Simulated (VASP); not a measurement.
# Zr3MoC (Pm-3m) in VASP: relaxation of cell and atoms with PBE

Aim: the relaxation of cell and atoms of Zr3MoC with PBE.

All numbers are computed with VASP 6.6.1; they aren't measurements. Logs are shortened: lines on timing, memory, paths and dates and some standing lists are left out, and cuts for length are marked.

### Step 1. Starting point

Symmetry: Pm-3m, No. 221, cubic system. Conventional cell: a = 4.943 Å, b = 4.943 Å, c = 4.943 Å, α = 90.00°, β = 90.00°, γ = 90.00°. Zr (site symmetry 4/mmm) has 2 Mo at 2.47 Å as nearest neighbours. Mo (site symmetry m-3m) has 6 Zr at 2.47 Å as nearest neighbours. Around C (site symmetry m-3m) lie 12 Zr at 3.49 Å.

The cell was built by a generator and needn't be a form met in nature.

### Step 2. Relaxation of cell and atoms, PBE

INCAR

```
SYSTEM = Zr3MoC
ALGO = Normal ; EDIFF = 1E-6
EDIFFG = -0.02 ; ENCUT = 600
GGA = PE ; IBRION = 2
ISIF = 3 ; ISMEAR = -1
KSPACING = 0.25 ; LASPH = .True.
LCHARG = .False. ; LREAL = .False.
LWAVE = .False. ; NELM = 100
NSW = 60 ; PREC = Accurate
SIGMA = 0.05
```

POSCAR

```
Zr3MoC
1.0
    4.9425100000      0.0000000000      0.0000000000
    0.0000000000      4.9425100000      0.0000000000
    0.0000000000      0.0000000000      4.9425100000
Zr Mo C
3 1 1
Direct
    0.5000000000      0.0000000000      0.0000000000
    0.0000000000      0.5000000000      0.0000000000
    0.0000000000      0.0000000000      0.5000000000
    0.0000000000      0.0000000000      0.0000000000
    0.5000000000      0.5000000000      0.5000000000
```

Potentials or basis: VASP PAW PBE potentials, release 64 (Zr_sv, Mo_sv, C).

Command:

```bash
$ cat potpaw_PBE.64/Zr_sv/POTCAR potpaw_PBE.64/Mo_sv/POTCAR potpaw_PBE.64/C/POTCAR > POTCAR
$ mpirun -np 1 vasp_std > vasp.out
```

OUTCAR:

```text
SYSTEM = Zr3MoC
   EDIFF = 1E-6
   EDIFFG = -0.02
   ENCUT = 600
   GGA = PE
   IBRION = 2
   ISIF = 3
   ISMEAR = -1
   LASPH = .True.
   LREAL = .False.
   NELM = 100
   NSW = 60
   PREC = Accurate

 ion  position               nearest neighbor table
   1  0.500  0.000  0.000-   4 2.47   4 2.47   2 3.49   3 3.49   2 3.49   2 3.49   3 3.49   3 3.49
                             3 3.49   2 3.49
   2  0.000  0.500  0.000-   4 2.47   4 2.47   1 3.49   3 3.49   1 3.49   3 3.49   3 3.49   3 3.49
                             1 3.49   1 3.49
   3  0.000  0.000  0.500-   4 2.47   4 2.47   1 3.49   1 3.49   2 3.49   2 3.49   2 3.49   2 3.49
                             1 3.49   1 3.49
   4  0.000  0.000  0.000-   1 2.47   2 2.47   3 2.47   3 2.47   2 2.47   1 2.47
   5  0.500  0.500  0.500-

  LATTYP: Found a simple cubic cell.
 ALAT       =     4.9425100000

  Lattice vectors:

 A1 = (   4.9425100000,   0.0000000000,   0.0000000000)
 A2 = (   0.0000000000,   4.9425100000,   0.0000000000)
 A3 = (   0.0000000000,   0.0000000000,   4.9425100000)

Analysis of symmetry for initial positions (statically):
=====================================================================
 Subroutine PRICEL returns:
 Original cell was already a primitive cell.

 Routine SETGRP: Setting up the symmetry group for a
 simple cubic supercell.

 Subroutine GETGRP returns: Found 48 space group operations
 (whereof 48 operations were pure point group operations)
 out of a pool of 48 trial point group operations.

The static configuration has the point symmetry O_h .

Analysis of symmetry for dynamics (positions and initial velocities):
=====================================================================
 Subroutine PRICEL returns:
 Original cell was already a primitive cell.

 Routine SETGRP: Setting up the symmetry group for a
 simple cubic supercell.

 Subroutine GETGRP returns: Found 48 space group operations
 (whereof 48 operations were pure point group operations)
 out of a pool of 48 trial point group operations.

The dynamic configuration has the point symmetry O_h .

 Subroutine INISYM returns: Found 48 space group operations
 (whereof 48 operations are pure point group operations),
 and found     1 'primitive' translations

----------------------------------------------------------------------------------------

                                     Primitive cell

  volume of cell :     120.7376

  direct lattice vectors                    reciprocal lattice vectors
     4.942510000  0.000000000  0.000000000     0.202326348  0.000000000  0.000000000
     0.000000000  4.942510000  0.000000000     0.000000000  0.202326348  0.000000000
     0.000000000  0.000000000  4.942510000     0.000000000  0.000000000  0.202326348

  length of vectors
     4.942510000  4.942510000  4.942510000     0.202326348  0.202326348  0.202326348

  position of ions in fractional coordinates (direct lattice)
     0.500000000  0.000000000  0.000000000
     0.000000000  0.500000000  0.000000000
     0.000000000  0.000000000  0.500000000
     0.000000000  0.000000000  0.000000000
     0.500000000  0.500000000  0.500000000

  ion indices of the primitive-cell ions
   primitive index   ion index
                 1           1
                 2           2
                 3           3
                 4           4
                 5           5

----------------------------------------------------------------------------------------

Automatic generation of k-mesh.
 Grid dimensions derived from KSPACING:
 generate k-points for:    6    6    6

 Generating k-lattice:

  Cartesian coordinates                     Fractional coordinates (reciprocal lattice)
     0.033721058  0.000000000  0.000000000     0.166666667  0.000000000  0.000000000
     0.000000000  0.033721058  0.000000000     0.000000000  0.166666667  0.000000000
     0.000000000  0.000000000  0.033721058     0.000000000  0.000000000  0.166666667

  Length of vectors
     0.033721058  0.033721058  0.033721058

  Shift w.r.t. Gamma in fractional coordinates (k-lattice)
     0.000000000  0.000000000  0.000000000

 Subroutine IBZKPT returns following result:
 ===========================================

 Found     20 irreducible k-points:

 Following reciprocal coordinates:
            Coordinates               Weight
  0.000000  0.000000  0.000000      1.000000
  0.166667  0.000000  0.000000      6.000000
  0.333333  0.000000  0.000000      6.000000
  0.500000  0.000000  0.000000      3.000000
  0.166667  0.166667  0.000000     12.000000
  0.333333  0.166667  0.000000     24.000000
[... 12 lines left out ...]
  0.500000  0.500000  0.333333      6.000000
  0.500000  0.500000  0.500000      1.000000
   k-points           NKPTS =     20   k-points in BZ     NKDIM =     20   number of bands    NBANDS=     32
   number of dos      NEDOS =    301   number of ions     NIONS =      5
   total plane-waves  NPLWV =  64000
   dimension x,y,z NGX =    40 NGY =   40 NGZ =   40
   dimension x,y,z NGXF=    80 NGYF=   80 NGZF=   80
   ions per type =               3   1   1
   NGX,Y,Z   is equivalent  to a cutoff of  13.45, 13.45, 13.45 a.u.
   NGXF,Y,Z  is equivalent  to a cutoff of  26.91, 26.91, 26.91 a.u.
 SYSTEM =  Zr3MoC
   PREC   = accura    normal or accurate (medium, high low for compatibility)
   ISTART =      0    job   : 0-new  1-cont  2-samecut
   ICHARG =      2    charge: 1-file 2-atom 10-const
   ISPIN  =      1    spin polarized calculation?
   LNONCOLLINEAR =      F non collinear calculations
   LSORBIT =      F    spin-orbit coupling
   LASPH  =      T    aspherical Exc in radial PAW
   ENCUT  =  600.0 eV  44.10 Ry    6.64 a.u.   9.87  9.87  9.87*2*pi/ulx,y,z
   NELM   =    100;   NELMIN=  2; NELMDL= -5     # of ELM steps
   EDIFF  = 0.1E-05   stopping-criterion for ELM
   LREAL  =      F    real-space projection
   EDIFFG = -.2E-01   stopping-criterion for IOM
   NSW    =     60    number of steps for IOM
   IBRION =      2    ionic relax: 0-MD 1-quasi-New 2-CG
   NFREE  =      1    steps in history (QN), initial steepest desc. (CG)
   ISIF   =      3    stress and relaxation
   ISYM   =      2    0-nonsym 1-usesym 2-fastsym
   POTIM  = 0.5000    time-step for ionic-motion
   TEBEG  =    0.0;   TEEND  =   0.0 temperature during run
   PSTRESS=    0.0 pullay stress
   NELECT =      54.0000    total number of electrons
   NUPDOWN=      -1.0000    fix difference up-down
   EMIN   =  10.00;   EMAX   =-10.00  energy-range for DOS
   EFERMI =   0.00;   METHOD = LEGACY
   ISMEAR =    -1;   SIGMA  =   0.05  broadening in eV -4-tet -1-fermi 0-gaus
   EFERMI_NEDOS =   21; number of points for ismear=-14 and -15
   IALGO  =     38    algorithm
   IMIX   =      4    mixing-type and parameters
     AMIX     =   0.40;   BMIX     =  1.00
     AMIX_MAG =   1.60;   BMIX_MAG =  1.00
  volume/ion in A,a.u.               =      24.15       162.96
  Fermi-wavevector in a.u.,A,eV,Ry     =   1.251964  2.365869 21.325962  1.567414
  Thomas-Fermi vector in A             =   2.385887
   LORBIT       =      0    0 simple, 1 ext, 2 COOP (PROOUT), +10 PAW based schemes
   GGA     = PE    functional components
   LHFCALC =     F    Hartree Fock is set to
   AEXX    =    0.0000 exact exchange contribution
   IVDW    =     0    specifies the selected vdW correction
   LEPSILON=     F    determine dielectric tensor
   LRPA    =     F    only Hartree local field effects (RPA)
 conjugate gradient relaxation of ions
 non-spin polarized calculation
  energy-cutoff  :      600.00
  volume of cell :      120.74
 maximum number of plane-waves:      4068
 NGX is ok and might be reduce to    40
   NGX = 19   NGY = 19   NGZ = 19

 number of electron      54.0000001 magnetization

 Free energy of the ion-electron system (eV)
  ---------------------------------------------------
  ext. energy  EPLUGINS =         0.00000000
  ---------------------------------------------------
  free energy    TOTEN  =       -36.40352719 eV

  energy without entropy =      -36.33254039  energy(sigma->0) =      -36.36803379

 E-fermi :   6.2416     XC(G=0): -10.0905

 val. band max:        6.2328238386   @ k =   0.5000   0.1667   0.1667
 cond. band min:       6.2434556222   @ k =   0.3333   0.3333   0.1667
 fundamental gap:      0.0106317835
 Fermi energy:         6.2416216317

 k-point     1 :       0.0000    0.0000    0.0000
  band No.  band energies     occupation
      1     -53.7184      2.00000
      2     -42.9312      2.00000
      3     -42.9085      2.00000
      4     -42.9085      2.00000
      5     -28.2809      2.00000
      6     -28.2809      2.00000
[... 24 lines left out ...]
     31       8.0289      0.00000
     32       8.0289      0.00000

 k-point     2 :       0.1667    0.0000    0.0000
  band No.  band energies     occupation
      1     -53.7180      2.00000
      2     -42.9316      2.00000
      3     -42.9129      2.00000
      4     -42.9085      2.00000
      5     -28.2802      2.00000
      6     -28.2802      2.00000
[... 24 lines left out ...]
     31       8.1771      0.00000
     32       8.1771      0.00000

 k-point     3 :       0.3333    0.0000    0.0000
  band No.  band energies     occupation
      1     -53.7172      2.00000
      2     -42.9334      2.00000
      3     -42.9207      2.00000
      4     -42.9085      2.00000
      5     -28.2788      2.00000
      6     -28.2788      2.00000
[... 24 lines left out ...]
     31       7.2335      0.00000
     32       7.6981      0.00000

 k-point     4 :       0.5000    0.0000    0.0000
  band No.  band energies     occupation
      1     -53.7168      2.00000
      2     -42.9354      2.00000
      3     -42.9236      2.00000
      4     -42.9085      2.00000
      5     -28.2781      2.00000
      6     -28.2781      2.00000
[... 514 lines left out ...]
     31       7.2158      0.00000
     32       7.3893      0.00000

 k-point    19 :       0.5000    0.5000    0.3333
  band No.  band energies     occupation
      1     -53.7139      2.00000
      2     -42.9352      2.00000
      3     -42.9352      2.00000
      4     -42.9304      2.00000
      5     -28.1080      2.00000
      6     -28.0504      2.00000
[... 24 lines left out ...]
     31       7.1050      0.00000
     32       7.1787      0.00000

 k-point    20 :       0.5000    0.5000    0.5000
  band No.  band energies     occupation
      1     -53.7135      2.00000
      2     -42.9352      2.00000
      3     -42.9352      2.00000
      4     -42.9352      2.00000
      5     -28.0498      2.00000
      6     -28.0498      2.00000
[... 24 lines left out ...]
     31       6.7869      0.00004
     32       6.7869      0.00004

------------------------ aborting loop because EDIFF is reached ----------------------------------------

  FORCE on cell =-STRESS in cart. coord.  units (eV):
  Direction    XX          YY          ZZ          XY          YZ          ZX
  --------------------------------------------------------------------------------------
  -------------------------------------------------------------------------------------
  Total       -0.0745046     -0.0745046     -0.0745046      0.0000000     -0.0000000      0.0000000
  in kB       -0.9886698     -0.9886698     -0.9886698      0.0000000     -0.0000000      0.0000000
  external PRESSURE =      -0.9886698 kB  Pullay stress =       0.0000000 kB

 VOLUME and BASIS-vectors are now :
 -----------------------------------------------------------------------------
  energy-cutoff  :      600.00
  volume of cell :      120.74
      direct lattice vectors                 reciprocal lattice vectors
     4.942510000  0.000000000  0.000000000     0.202326348  0.000000000  0.000000000
     0.000000000  4.942510000  0.000000000     0.000000000  0.202326348  0.000000000
     0.000000000  0.000000000  4.942510000     0.000000000  0.000000000  0.202326348

 POSITION                                       TOTAL-FORCE (eV/Angst)
 -----------------------------------------------------------------------------------
      2.47126      0.00000      0.00000         0.000000      0.000000      0.000000
      0.00000      2.47126      0.00000         0.000000      0.000000      0.000000
      0.00000      0.00000      2.47126         0.000000      0.000000      0.000000
      0.00000      0.00000      0.00000         0.000000      0.000000      0.000000
      2.47126      2.47126      2.47126         0.000000      0.000000      0.000000
 -----------------------------------------------------------------------------------
    total drift:                                0.000000      0.000000     -0.000000

  FREE ENERGIE OF THE ION-ELECTRON SYSTEM (eV)
  ---------------------------------------------------
  free  energy   TOTEN  =       -36.4035271943 eV

  energy  without entropy=      -36.3325403921  energy(sigma->0) =      -36.36803379

 reached required accuracy - stopping structural energy minimisation
```

Wall time 44 s (1 thread of Intel Xeon Platinum 8559C (Emerald Rapids), shared host); peak memory 0.29 GiB.

What came out:

| Property | Result |
| --- | --- |
| Free energy | -36.4035 eV |
| Pressure after relaxing | -0.1 GPa |
| Band gap on the k mesh | none (metal or under the smearing width) |

Final structure:
```
Zr Mo C
1.0
     4.94251    0.00000    0.00000
     0.00000    4.94251    0.00000
     0.00000    0.00000    4.94251
Zr Mo C
3 1 1
Direct
  0.50000 0.00000 0.00000
  0.00000 0.50000 0.00000
  0.00000 0.00000 0.50000
  0.00000 0.00000 0.00000
  0.50000 0.50000 0.50000
```

Levels at points of the mesh, in eV from the Fermi level:
```tsv
k point	band 23	band 24	band 25	band 26	band 27	band 28	band 29	band 30	band 31	band 32
(0.00, 0.00, 0.00)	-3.15	-0.84	-0.84	-0.48	-0.43	-0.43	-0.43	1.79	1.79	1.79
(0.50, 0.00, 0.00)	-2.06	-0.43	-0.30	-0.30	-0.06	0.12	0.12	0.20	1.35	1.51
(0.50, 0.50, 0.00)	-1.32	-1.31	-0.57	-0.27	-0.27	-0.20	0.25	1.45	1.45	1.69
(0.50, 0.50, 0.50)	-1.84	0.06	0.06	0.06	0.20	0.36	0.36	0.36	0.55	0.55
```

Caveat: the relaxation stopped at its first step, so nothing moved.
